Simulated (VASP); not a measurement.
Here is a VASP 6.6.1 calculation.

POSCAR

```
Be3Se2O
1.0
    2.8836900000     -5.0232800000      0.0000000000
    2.8836900000      5.0232800000      0.0000000000
   -1.9927710000      0.0000000000      3.0839480000
Be Se O
3 2 1
Direct
    0.3647740000      0.0944330000      0.2599370000
    0.0944330000      0.3647740000      0.2599370000
    0.7812690000      0.7812690000      0.1106980000
    0.3413560000      0.6742820000      0.0069300000
    0.6742820000      0.3413560000      0.0069300000
    0.0604260000      0.0604260000      0.1577330000
```

The input INCAR.step1:

```
SYSTEM = Be3Se2O
PREC     = Accurate       ! precision mode
ENCUT    = 520            ! plane-wave cutoff, eV
EDIFF    = 1E-6           ! SCF threshold, eV
ISMEAR   = 0              ! smearing method
SIGMA    = 0.03           ! smearing width, eV
LREAL    = .False.        ! projectors in reciprocal space
LASPH    = .True.         ! aspherical terms in the spheres
NELM     = 60             ! most SCF steps
ALGO     = Normal         ! electronic algorithm
ISIF     = 2              ! what is computed and relaxed
LWAVE    = .False.        ! write WAVECAR
LCHARG   = .True.         ! write CHGCAR
GGA      = PE             ! functional
```

The input KPOINTS.step1:

```
Automatic mesh
0
Gamma
  6 6 8
  0 0 0
```

INCAR.step2

```
SYSTEM = Be3Se2O
PREC     = Accurate       ! precision mode
ENCUT    = 520            ! plane-wave cutoff, eV
EDIFF    = 1E-6           ! SCF threshold, eV
ISMEAR   = 0              ! smearing method
SIGMA    = 0.05           ! smearing width, eV
LREAL    = .False.        ! projectors in reciprocal space
LASPH    = .True.         ! aspherical terms in the spheres
NELM     = 60             ! most SCF steps
ALGO     = Normal         ! electronic algorithm
ISIF     = 2              ! what is computed and relaxed
LWAVE    = .False.        ! write WAVECAR
LCHARG   = .False.        ! write CHGCAR
GGA      = PE             ! functional
ICHARG   = 11             ! starting density
```

Contents of KPOINTS.step2:

```
path XGY,LGZ,NGM,RG
10
line-mode
reciprocal
 0.0000000000 -0.5000000000  0.5000000000  X
 0.0000000000  0.0000000000  0.0000000000  G

 0.0000000000  0.0000000000  0.0000000000  G
 0.0000000000  0.5000000000  0.0000000000  Y

 0.0000000000  0.0000000000  0.5000000000  L
 0.0000000000  0.0000000000  0.0000000000  G

 0.0000000000  0.0000000000  0.0000000000  G
-0.5000000000  0.0000000000  0.0000000000  Z

-0.5000000000 -0.5000000000  0.5000000000  N
 0.0000000000  0.0000000000  0.0000000000  G

 0.0000000000  0.0000000000  0.0000000000  G
-0.5000000000  0.5000000000  0.0000000000  M

-0.5000000000  0.0000000000  0.5000000000  R
 0.0000000000  0.0000000000  0.0000000000  G
```

Potentials or basis: VASP PAW PBE potentials, release 64 (Be, Se, O).

Run with:

```console
$ cat potpaw_PBE.64/Be/POTCAR potpaw_PBE.64/Se/POTCAR potpaw_PBE.64/O/POTCAR > POTCAR
$ cp INCAR.step1 INCAR
$ cp KPOINTS.step1 KPOINTS
$ mpirun -np 1 vasp_std > vasp.out
$ cp INCAR.step2 INCAR
$ cp KPOINTS.step2 KPOINTS
$ mpirun -np 1 vasp_std > vasp.out
```

Problem. What does it give for the band gap along the path?

Solution. 2.82 eV, direct.

Problem. What does it give for the band gap on the k mesh?

Solution. 2.82 eV, direct.

Levels at the corners of the path, in eV from the valence-band top:
| point | band 9 | band 10 | band 11 | band 12 | band 13 | band 14 | band 15 | band 16 |
| --- | --- | --- | --- | --- | --- | --- | --- | --- |
| X | -2.87 | -2.26 | -2.01 | -1.26 | 2.84 | 4.48 | 5.29 | 5.55 |
| Γ | -1.55 | -1.10 | -0.99 | -0.49 | 3.40 | 4.10 | 4.44 | 6.22 |
| Γ | -1.55 | -1.10 | -0.99 | -0.49 | 3.40 | 4.10 | 4.44 | 6.22 |
| Y | -1.50 | -1.06 | -1.03 | -0.62 | 3.93 | 4.29 | 5.17 | 6.01 |
| L | -3.19 | -1.80 | -1.54 | -1.26 | 3.83 | 4.97 | 6.17 | 6.29 |
| Γ | -1.55 | -1.10 | -0.99 | -0.49 | 3.40 | 4.10 | 4.44 | 6.22 |
| Γ | -1.55 | -1.10 | -0.99 | -0.49 | 3.40 | 4.10 | 4.44 | 6.22 |
| Z | -1.50 | -1.06 | -1.03 | -0.62 | 3.93 | 4.29 | 5.17 | 6.01 |
| N | -3.49 | -1.84 | -1.30 | -1.19 | 3.68 | 4.76 | 6.00 | 6.31 |
| Γ | -1.55 | -1.10 | -0.99 | -0.49 | 3.40 | 4.10 | 4.44 | 6.22 |
| Γ | -1.55 | -1.10 | -0.99 | -0.49 | 3.40 | 4.10 | 4.44 | 6.22 |
| M | -2.23 | -1.57 | -1.03 | 0.00 | 2.82 | 4.43 | 5.25 | 5.63 |
| R | -2.87 | -2.26 | -2.01 | -1.26 | 2.84 | 4.48 | 5.29 | 5.55 |
| Γ | -1.55 | -1.10 | -0.99 | -0.49 | 3.40 | 4.10 | 4.44 | 6.22 |

Caveat: the log is that of the step along the path at fixed density, whose energy, stress, charges and moments have no meaning.
